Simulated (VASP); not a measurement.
Calculation: TPSS meta-GGA, VASP's PBE PAW potentials (set 64) (plane waves; VASP 6.6.1).

The input files of a VASP run:

**POSCAR**
```
MnO2
1
    4.4097907828     0.0000000000     0.0000000000
    0.0000000000     4.4097907828     0.0000000000
    0.0000000000     0.0000000000     2.8773830513
Mn O
2 4
Direct
  0.0000000000   1.0000000000   1.0000000000
  0.5000000000   0.5000000000   0.5000000000
  0.3043892818   0.3043892818   0.0000000000
  0.8043892818   0.1956107182   0.5000000000
  0.1956107182   0.8043892818   0.5000000000
  0.6956107182   0.6956107182   1.0000000000
```

INCAR:
```
SYSTEM = MnO2
PREC = Accurate
ENCUT = 520
EDIFF = 1E-6
NELM = 100
ALGO = Normal
LREAL = .FALSE.
LASPH = .TRUE.
ISMEAR = 1
SIGMA = 0.1
METAGGA = TPSS
LMIXTAU = .TRUE.
LMAXMIX = 4
ISPIN = 2
MAGMOM = 2.6 -2.6 -0.1 0.1 0.1 -0.1
LORBIT = 10
LWAVE = .FALSE.
LCHARG = .FALSE.
IBRION = 2
ISIF = 3
NSW = 60
EDIFFG = -0.02
```

**KPOINTS**
```
Automatic
0
Gamma
  6 6 10
```

POTCAR, in this order: Mn_pv O (PBE.64 set). Program: vasp_std.

The resulting files:

**OSZICAR**
```
       N       E                     dE             d eps       ncg     rms          rms(c)
DAV:   1     0.704503922711E+03    0.70450E+03   -0.29589E+04  7216   0.216E+03
DAV:   2     0.762758312184E+02   -0.62823E+03   -0.60099E+03  7762   0.659E+02
DAV:   3    -0.754456614014E+01   -0.83820E+02   -0.79288E+02  9794   0.224E+02
DAV:   4    -0.123374629669E+02   -0.47929E+01   -0.45461E+01  8544   0.532E+01
DAV:   5    -0.125090957979E+02   -0.17163E+00   -0.17098E+00  8578   0.104E+01    0.415E+01
DAV:   6    -0.758386275942E+02   -0.63330E+02   -0.34761E+02  7278   0.213E+02    0.241E+01
DAV:   7    -0.728680442516E+02    0.29706E+01   -0.17479E+01  9318   0.488E+01    0.123E+01
DAV:   8    -0.734386185021E+02   -0.57057E+00   -0.16821E+01  8986   0.518E+01    0.134E+01
DAV:   9    -0.720302557674E+02    0.14084E+01   -0.32419E+00  9174   0.165E+01    0.503E+00
DAV:  10    -0.721820811456E+02   -0.15183E+00   -0.20171E+00  7624   0.108E+01    0.336E+00
DAV:  11    -0.721515935460E+02    0.30488E-01   -0.10800E-01  7848   0.309E+00    0.281E+00
DAV:  12    -0.720767953569E+02    0.74798E-01   -0.18890E-01  7206   0.286E+00    0.139E+00
DAV:  13    -0.720628536393E+02    0.13942E-01   -0.86089E-02  8666   0.217E+00    0.400E-01
DAV:  14    -0.720654423312E+02   -0.25887E-02   -0.11811E-02  7946   0.880E-01    0.446E-01
DAV:  15    -0.720642548717E+02    0.11875E-02   -0.17653E-03  7872   0.323E-01    0.243E-01
DAV:  16    -0.720639000394E+02    0.35483E-03   -0.10434E-03  7282   0.221E-01    0.939E-02
DAV:  17    -0.720638507618E+02    0.49278E-04   -0.31807E-04  7452   0.120E-01    0.280E-02
DAV:  18    -0.720638490032E+02    0.17586E-05   -0.25729E-05  7938   0.341E-02    0.233E-02
DAV:  19    -0.720638462343E+02    0.27689E-05   -0.80760E-06  8058   0.242E-02    0.112E-02
DAV:  20    -0.720638462686E+02   -0.34328E-07   -0.15947E-06  4568   0.156E-02
   1 F= -.72063846E+02 E0= -.72063987E+02  d E =-.720638E+02  mag=     0.0000
```

OUTCAR:
```
------------------------ aborting loop because EDIFF is reached ----------------------------------------
  FORCE on cell =-STRESS in cart. coord.  units (eV):
  Direction    XX          YY          ZZ          XY          YZ          ZX
  --------------------------------------------------------------------------------------
  Total       -0.0439537     -0.0439537      0.0257047     -0.0000000      0.0000000      0.0000000
  in kB       -1.2585556     -1.2585556      0.7360193     -0.0000000      0.0000000      0.0000000
  external PRESSURE =      -0.5936973 kB  Pullay stress =       0.0000000 kB
  volume of cell :       55.95
      direct lattice vectors                 reciprocal lattice vectors
     4.409790783  0.000000000  0.000000000     0.226768128  0.000000000  0.000000000
     0.000000000  4.409790783  0.000000000     0.000000000  0.226768128  0.000000000
     0.000000000  0.000000000  2.877383051     0.000000000  0.000000000  0.347538017
 POSITION                                       TOTAL-FORCE (eV/Angst)
 -----------------------------------------------------------------------------------
      0.00000      0.00000      0.00000         0.000000      0.000000     -0.000000
      2.20490      2.20490      1.43869         0.000000      0.000000     -0.000000
      1.34229      1.34229      0.00000         0.002084      0.002084      0.000000
      3.54719      0.86260      1.43869         0.002084     -0.002084     -0.000000
      0.86260      3.54719      1.43869        -0.002084      0.002084      0.000000
      3.06750      3.06750      0.00000        -0.002084     -0.002084     -0.000000
 -----------------------------------------------------------------------------------
    total drift:                               -0.000000      0.000000      0.000000
  FREE ENERGIE OF THE ION-ELECTRON SYSTEM (eV)
  ---------------------------------------------------
  free  energy   TOTEN  =       -72.0638462686 eV

  energy  without entropy=      -72.0642676617  energy(sigma->0) =      -72.06398673

 total charge

# of ion       s       p       d       tot
------------------------------------------
    1        0.347   6.452   4.907  11.706
    2        0.347   6.452   4.907  11.706
    3        1.552   3.450   0.000   5.002
    4        1.552   3.450   0.000   5.002
    5        1.552   3.450   0.000   5.002
    6        1.552   3.450   0.000   5.002
--------------------------------------------------
tot          6.903  26.704   9.813  43.421

 magnetization (x)

# of ion       s       p       d       tot
------------------------------------------
    1        0.005   0.019   2.543   2.568
    2       -0.005  -0.019  -2.543  -2.568
    3       -0.001  -0.054   0.000  -0.055
    4        0.001   0.054   0.000   0.055
    5        0.001   0.054   0.000   0.055
    6       -0.001  -0.054   0.000  -0.055
--------------------------------------------------
tot          0.000   0.000  -0.000  -0.000

 reached required accuracy - stopping structural energy minimisation
```
(Selected blocks of OUTCAR.)

The compound is MnO2 in the rutile structure. It was relaxed first. The start is the result of an earlier pass.
